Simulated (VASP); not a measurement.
Data:

```yaml
crystal:
  lattice:
    - [4.20978, 0.00000, 0.00000]
    - [0.00000, 4.20978, 0.00000]
    - [0.00000, 0.00000, 4.20978]
  atoms:
    - { symbol: K, position: [0.00000, 0.00000, 0.00000] }
    - { symbol: Zn, position: [0.50000, 0.50000, 0.50000] }
    - { symbol: F, position: [0.50000, 0.00000, 0.50000] }
    - { symbol: F, position: [0.00000, 0.50000, 0.50000] }
    - { symbol: F, position: [0.50000, 0.50000, 0.00000] }
```

All values below come from PBE GGA, VASP's PBE PAW potentials (set 64) (plane waves; VASP). Numerical set-up: 520 eV cut-off, 6×6×6 Γ-centred mesh, Gaussian smearing of 0.050 eV, potentials K_sv Zn F.

Question: Give the stress tensor in GPa (positive for a compressed cell).

Answer: 
```
-3.47   0.00   0.00
 0.00  -3.47   0.00
 0.00   0.00  -3.47
```
The pressure is its mean diagonal, -3.47 GPa.

The compound is KZnF3 in the cubic perovskite structure. This cell is one point of a volume scan, at 1.06 of the reference volume.
